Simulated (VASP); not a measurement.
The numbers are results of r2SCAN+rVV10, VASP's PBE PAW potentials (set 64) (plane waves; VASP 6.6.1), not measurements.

VASP ran on this input.

KPOINTS:
```
K-points
0
gamma
15 15 15
0 0 0
```

### INCAR
```
# general
SYSTEM    =  Nb
PREC      =  Accurate
ENCUT     =  520
LREAL     =  .FALSE.
LASPH     =  .TRUE.

# electronic loop
EDIFF     =  1E-7
NELM      =  100
ALGO      =  Normal
LMAXMIX   =  4
LMIXTAU   =  .TRUE.

# smearing
ISMEAR    =  1
SIGMA     =  0.1

# functional
METAGGA   =  R2SCAN
LUSE_VDW  =  .TRUE.
BPARAM    =  11.95
CPARAM    =  0.0093

# ions
ISIF      =  2

# output
LWAVE     =  .FALSE.
LCHARG    =  .FALSE.
```

**POSCAR**
```
Nb
1
   -1.6318265674     1.6318265674     1.6318265674
    1.6318265674    -1.6318265674     1.6318265674
    1.6318265674     1.6318265674    -1.6318265674
Nb
1
Direct
  0.0000000000   0.0000000000   0.0000000000
```

POTCAR, in this order: Nb_sv (PBE.64 set). Program: vasp_std.

Q: What does the run give for the energy per atom (σ→0), pressure, band gap (on the k-mesh)?

A: 
```json
{
 "energy per atom (σ→0)": "-24.619 eV/atom",
 "band gap (on the k-mesh)": "none (metal, semimetal or under 0.01 eV)",
 "pressure": "55.5 kbar"
}
```

OSZICAR:
```
...
DAV:  11    -0.246186072253E+02   -0.23843E-02   -0.35277E-03  2584   0.884E-01    0.854E-02
DAV:  12    -0.246192365391E+02   -0.62931E-03   -0.16739E-03  2480   0.562E-01    0.715E-02
DAV:  13    -0.246196223088E+02   -0.38577E-03   -0.60935E-05  3388   0.103E-01    0.413E-02
DAV:  14    -0.246197144141E+02   -0.92105E-04   -0.57799E-05  2498   0.118E-01    0.291E-02
DAV:  15    -0.246197530685E+02   -0.38654E-04   -0.48361E-05  3882   0.928E-02    0.103E-02
DAV:  16    -0.246197511184E+02    0.19502E-05   -0.20128E-06  2734   0.179E-02    0.643E-03
DAV:  17    -0.246197511987E+02   -0.80359E-07   -0.53024E-07  3030   0.928E-03
   1 F= -.24619751E+02 E0= -.24619471E+02  d E =-.841965E-03
```

The compound is Nb in the bcc structure. This cell is one point of a volume scan, at 0.97 of the reference volume.
